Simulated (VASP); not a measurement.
A run of VASP 6.6.1:

Contents of INCAR:

```
  PREC = Accurate
  ENCUT = 520
  EDIFF = 1E-7
  ISMEAR = 0
  SIGMA = 0.01
  LREAL = False
  LASPH = True
  NELM = 60
  ALGO = Normal
  ISIF = 2
  LWAVE = False
  LCHARG = True
  GGA = PE
  LELF = True
  LVHAR = True
  NBANDS = 11
```

KPOINTS

```
Automatic mesh
0
Gamma
  6 6 6
```

File POSCAR:

```
BAs
1.0
    0.0000000000      2.3918676044      2.3918676044
    2.3918676044      0.0000000000      2.3918676044
    2.3918676044      2.3918676044      0.0000000000
B As
1 1
Direct
    0.0000000000      0.0000000000      0.0000000000
    0.2500000000      0.2500000000      0.2500000000
```

Potentials or basis: VASP PAW PBE potentials, release 64 (B, As).

Run with:

```sh
$ cat potpaw_PBE.64/B/POTCAR potpaw_PBE.64/As/POTCAR > POTCAR
$ mpirun -np 1 vasp_std > vasp.out
```

Hardware: 1 thread of Intel(R) Xeon(R) 6975P-C (Granite Rapids) (shared host).

Q: Estimate the wall time of this run.

A: It took 4.1 s on 1 thread of Intel(R) Xeon(R) 6975P-C (Granite Rapids) (shared host), peak memory 0.15 GiB. Counts: scf iterations 13, k points 16.
